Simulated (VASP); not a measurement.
Level of theory: LDA (Ceperley-Alder, Perdew-Zunger), VASP's LDA PAW potentials (set 64) (plane waves; VASP 6.6.1).

A VASP calculation is set up with these files.

**KPOINTS**
```
Automatic mesh
0
Gamma
1 1 1
0 0 0
```

**INCAR**
```
# general
SYSTEM =Br atom
PREC   =Normal
ENCUT  =520
LREAL  =.False.
LASPH  =.True.
ISYM   =0

# electronic loop
EDIFF  =1E-6
NELM   =200
ALGO   =All
LMAXMIX=4

# smearing
ISMEAR =0
SIGMA  =0.01

# spin
ISPIN  =2
MAGMOM =1
NUPDOWN=1

# output
LWAVE  =.False.
LCHARG =.False.
LORBIT =10
```

File POSCAR:
```
Br atom
1
   12.0000000000     0.0000000000     0.0000000000
    0.0000000000    12.5000000000     0.0000000000
    0.0000000000     0.0000000000    13.0000000000
Br
1
Direct
  0.0000000000   0.0000000000   0.0000000000
```

POTCAR, in this order: Br (LDA.64 set). Program: vasp_gam. Read from the step before: WAVECAR.

Output of the run:

OUTCAR:
```
 ion  position               nearest neighbor table
   1  0.000  0.000  0.000-
 Subroutine IBZKPT returns following result:
 Found      1 irreducible k-points:

 Following reciprocal coordinates:
            Coordinates               Weight
  0.000000  0.000000  0.000000      1.000000
   k-points           NKPTS =      1   k-points in BZ     NKDIM =      1   number of bands    NBANDS=      8
   number of dos      NEDOS =    301   number of ions     NIONS =      1
   total plane-waves  NPLWV = 392000
   dimension x,y,z NGX =    70 NGY =   70 NGZ =   80
   dimension x,y,z NGXF=   140 NGYF=  140 NGZF=  160
   ions per type =               1
   PREC   = normal    normal or accurate (medium, high low for compatibility)
   ISTART =      1    job   : 0-new  1-cont  2-samecut
   ICHARG =      0    charge: 1-file 2-atom 10-const
   ISPIN  =      2    spin polarized calculation?
   LNONCOLLINEAR =      F non collinear calculations
   LSORBIT =      F    spin-orbit coupling
   INIWAV =      1    electr: 0-lowe 1-rand  2-diag
   ENCUT  =  520.0 eV  38.22 Ry    6.18 a.u.  22.31 23.24 24.17*2*pi/ulx,y,z
   NELM   =    200;   NELMIN=  2; NELMDL=  0     # of ELM steps
   EDIFF  = 0.1E-05   stopping-criterion for ELM
   LREAL  =      F    real-space projection
   NLSPLINE    = F    spline interpolate recip. space projectors
   LMAXMIX     =    4 max onsite mixed and CHGCAR
   VOSKOWN=      0    Vosko Wilk Nusair interpolation
   EDIFFG = 0.1E-04   stopping-criterion for IOM
   NSW    =      0    number of steps for IOM
   NBLOCK =      1;   KBLOCK =      1    inner block; outer block
   IBRION =     -1    ionic relax: 0-MD 1-quasi-New 2-CG
   NFREE  =      0    steps in history (QN), initial steepest desc. (CG)
   ISIF   =      2    stress and relaxation
   ISYM   =      0    0-nonsym 1-usesym 2-fastsym
   TEIN   =    0.0    initial temperature
   TEBEG  =    0.0;   TEEND  =   0.0 temperature during run
   SMASS  =  -3.00    Nose mass-parameter (am)
   PSTRESS=    0.0 pullay stress
   NELECT =       7.0000    total number of electrons
...
```

### OSZICAR
```
       N       E                     dE             d eps       ncg     rms           ort
SDA:   1    -0.160588927838E+00   -0.16059E+00    0.00000E+00     8   0.265E-03   0.000E+00
CGA:   2    -0.160598848612E+00   -0.99208E-05   -0.99194E-05     8   0.986E-07  -0.376E-08
CGA:   3    -0.160598869925E+00   -0.21313E-07   -0.21538E-07     8   0.232E-07   0.649E-09
   1 F= -.16059887E+00 E0= -.15674231E+00  d E =-.771312E-02  mag=     1.0000
```

**OUTCAR**
```
------------------------ aborting loop because EDIFF is reached ----------------------------------------
  FORCE on cell =-STRESS in cart. coord.  units (eV):
  Direction    XX          YY          ZZ          XY          YZ          ZX
  --------------------------------------------------------------------------------------
  Total       -0.0006441     -0.0019569     -0.0014231      0.0003888      0.0002879     -0.0002173
  in kB       -0.0005292     -0.0016078     -0.0011693      0.0003194      0.0002365     -0.0001786
  external PRESSURE =      -0.0011021 kB  Pullay stress =       0.0000000 kB
  volume of cell :     1950.00
      direct lattice vectors                 reciprocal lattice vectors
    12.000000000  0.000000000  0.000000000     0.083333333  0.000000000  0.000000000
     0.000000000 12.500000000  0.000000000     0.000000000  0.080000000  0.000000000
     0.000000000  0.000000000 13.000000000     0.000000000  0.000000000  0.076923077
 POSITION                                       TOTAL-FORCE (eV/Angst)
 -----------------------------------------------------------------------------------
      0.00000      0.00000      0.00000        -0.000001      0.000002     -0.000002
 -----------------------------------------------------------------------------------
    total drift:                               -0.000001      0.000002     -0.000002
  FREE ENERGIE OF THE ION-ELECTRON SYSTEM (eV)
  ---------------------------------------------------
  free  energy   TOTEN  =        -0.1605988699 eV

  energy  without entropy=       -0.1528857540  energy(sigma->0) =       -0.15674231

 total charge

# of ion       s       p       d       tot
------------------------------------------
    1        1.631   3.043   0.000   4.673

 magnetization (x)

# of ion       s       p       d       tot
------------------------------------------
    1        0.009   0.636   0.000   0.645
```
(Selected blocks of OUTCAR.)

The atom may not be in its lowest state.

The cell is a free atom in a box.
